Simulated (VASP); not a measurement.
Level of theory: PBEsol GGA, VASP's PBE PAW potentials (set 64) (plane waves; VASP).

The input files of a VASP run:

**POSCAR**
```
NbSi
1.0
  0.0000000000   2.8523250709   2.8523250709
  2.8523250709   0.0000000000   2.8523250709
  2.8523250709   2.8523250709   0.0000000000
Nb Si
1 1
Cart
  2.8523250709   2.8523250709   0.0000000000
  1.4261625355   1.4261625355   1.4261625355
```

**KPOINTS**
```
Automatic mesh
0
Gamma
10 10 10
0 0 0
```

**INCAR**
```
# general
SYSTEM   =  NbSi
PREC     =  Accurate
ENCUT    =  400
LREAL    =  F   # projection in real space or not
LASPH    =  T   # aspherical one-centre terms

# electronic loop
EDIFF    =  1E-6   # SCF stop (eV)
NELM     =  100   # most electronic steps
ALGO     =  Normal   # blocked Davidson
LMAXMIX  =  4   # l cut-off of mixed one-centre charges

# smearing
ISMEAR   =  1   # Methfessel-Paxton
SIGMA    =  0.1   # width (eV)

# functional
GGA      =  PS   # PBEsol

# ions
IBRION   =  2
NSW      =  60   # most ionic steps
ISIF     =  3   # ions, shape and volume
EDIFFG   =  -0.01

# output
LWAVE    =  F
LCHARG   =  F
```

POTCAR, in this order: Nb_sv Si (PBE.64 set). Program: vasp_std.

Output

### OSZICAR
```
       N       E                     dE             d eps       ncg     rms          rms(c)
DAV:   1     0.103294064113E+03    0.10329E+03   -0.73825E+03  1128   0.105E+03
DAV:   2    -0.946168407573E+01   -0.11276E+03   -0.10873E+03  1376   0.354E+02
DAV:   3    -0.159852110609E+02   -0.65235E+01   -0.63307E+01  1860   0.664E+01
DAV:   4    -0.162498779812E+02   -0.26467E+00   -0.26352E+00  1596   0.135E+01
DAV:   5    -0.162652847453E+02   -0.15407E-01   -0.15395E-01  1892   0.298E+00    0.822E+00
DAV:   6    -0.147164092208E+02    0.15489E+01   -0.79792E+00  1860   0.214E+01    0.313E+00
DAV:   7    -0.147137871782E+02    0.26220E-02   -0.26805E-01  1576   0.498E+00    0.177E+00
DAV:   8    -0.147138746052E+02   -0.87427E-04   -0.39181E-02  1832   0.185E+00    0.315E-01
DAV:   9    -0.147139156745E+02   -0.41069E-04   -0.26575E-03  1856   0.479E-01    0.122E-01
DAV:  10    -0.147138667074E+02    0.48967E-04   -0.23290E-04  1472   0.140E-01    0.449E-02
DAV:  11    -0.147138680264E+02   -0.13190E-05   -0.21634E-05  1812   0.568E-02    0.185E-02
DAV:  12    -0.147138679221E+02    0.10429E-06   -0.29178E-07  1052   0.456E-03
   1 F= -.14713868E+02 E0= -.14712493E+02  d E =-.147139E+02
       N       E                     dE             d eps       ncg     rms          rms(c)
DAV:   1    -0.147147014692E+02   -0.83344E-03   -0.21878E-02  1356   0.214E+00    0.198E-01
DAV:   2    -0.147139697447E+02    0.73172E-03   -0.36843E-03  1776   0.724E-01    0.756E-02
DAV:   3    -0.147138786305E+02    0.91114E-04   -0.19871E-04  1816   0.116E-01    0.261E-02
DAV:   4    -0.147138790503E+02   -0.41985E-06   -0.88320E-05  1960   0.678E-02    0.171E-02
DAV:   5    -0.147138886572E+02   -0.96068E-05   -0.90923E-06  1560   0.297E-02    0.898E-03
DAV:   6    -0.147138944271E+02   -0.57700E-05   -0.15342E-05  1892   0.234E-02    0.254E-03
DAV:   7    -0.147138945567E+02   -0.12963E-06   -0.40237E-07   776   0.655E-03
   2 F= -.14713895E+02 E0= -.14712515E+02  d E =-.266346E-04
```

### OUTCAR
```
------------------------ aborting loop because EDIFF is reached ----------------------------------------
  FORCE on cell =-STRESS in cart. coord.  units (eV):
  Direction    XX          YY          ZZ          XY          YZ          ZX
  --------------------------------------------------------------------------------------
  Total        0.0146839      0.0146839      0.0146839      0.0000000      0.0000000      0.0000000
  in kB        0.5080019      0.5080019      0.5080019      0.0000000      0.0000000      0.0000000
  external PRESSURE =       0.5080019 kB  Pullay stress =       0.0000000 kB
  volume of cell :       46.31
      direct lattice vectors                 reciprocal lattice vectors
     0.000000000  2.850264735  2.850264735    -0.175422302  0.175422302  0.175422302
     2.850264735 -0.000000000  2.850264735     0.175422302 -0.175422302  0.175422302
     2.850264735  2.850264735  0.000000000     0.175422302  0.175422302 -0.175422302
 POSITION                                       TOTAL-FORCE (eV/Angst)
 -----------------------------------------------------------------------------------
      2.85026      2.85026      0.00000         0.000000      0.000000      0.000000
      1.42513      1.42513      1.42513        -0.000000     -0.000000     -0.000000
 -----------------------------------------------------------------------------------
    total drift:                                0.000001      0.000001      0.000001
  FREE ENERGIE OF THE ION-ELECTRON SYSTEM (eV)
  ---------------------------------------------------
  free  energy   TOTEN  =       -14.7138945567 eV

  energy  without entropy=      -14.7097566899  energy(sigma->0) =      -14.71251527

 reached required accuracy - stopping structural energy minimisation
```
(Selected blocks of OUTCAR.)

File CONTCAR:
```
NbSi
   1.00000000000000
     0.0000000000000000    2.8502647347114372    2.8502647347114372
     2.8502647347114372   -0.0000000000000000    2.8502647347114372
     2.8502647347114372    2.8502647347114372    0.0000000000000000
  Nb              Si
     1     1
Direct
     0.0000000000000000    0.0000000000000000    1.0000000000000000
     0.2500000000000000    0.2500000000000000    0.2500000000000000
```

**OUTCAR**
```
 val. band max:        5.8139500902   @ k =   0.4000   0.2000   0.1000

 cond. band min:       5.8444363106   @ k =  -0.2000   0.2000   0.0000


 Fermi energy:         5.8284359459

 k-point     1 :       0.0000    0.0000    0.0000
  band No.  band energies     occupation
      1     -49.0643      2.00000
      2     -25.1558      2.00000
      3     -25.1558      2.00000
      4     -25.1558      2.00000
      5      -2.6373      2.00000
      6       3.6709      2.00000
      7       3.6709      2.00000
      8       3.6709      2.00000
      9       6.2416     -0.00000
     10       6.2416     -0.00000
     11      10.8967      0.00000
     12      12.7762      0.00000

 k-point     2 :       0.1000    0.0000    0.0000
  band No.  band energies     occupation
      1     -49.0639      2.00000
      2     -25.1622      2.00000
      3     -25.1568      2.00000
      4     -25.1568      2.00000
      5      -2.5169      2.00000
      6       3.5545      2.00000
      7       3.7298      2.00000
      8       3.7298      2.00000
      9       6.2018     -0.00000
     10       6.2018     -0.00000
     11      11.0846      0.00000
     12      12.2343      0.00000

 k-point     3 :       0.2000    0.0000    0.0000
  band No.  band energies     occupation
      1     -49.0630      2.00000
      2     -25.1787      2.00000
      3     -25.1592      2.00000
      4     -25.1592      2.00000
      5      -2.1837      2.00000
      6       3.2977      2.00000
      7       3.8682      2.00000
      8       3.8682      2.00000
      9       6.1612     -0.00003
     10       6.1612     -0.00003
     11      10.3632      0.00000
     12      12.1792      0.00000

 k-point     4 :       0.3000    0.0000    0.0000
  band No.  band energies     occupation
      1     -49.0618      2.00000
      2     -25.1992      2.00000
      3     -25.1623      2.00000
      4     -25.1623      2.00000
      5      -1.7296      2.00000
      6       3.0731      2.00000
...
```

The structure was generated: NbSi was put into the zinc blende type (F-43m), which need not be its known phase. This run relaxes it. Symmetry was kept, so distortions that lower it aren't found. The start is the result of an earlier pass. The electron count is odd and the run is not spin-polarised, which forces a metal.
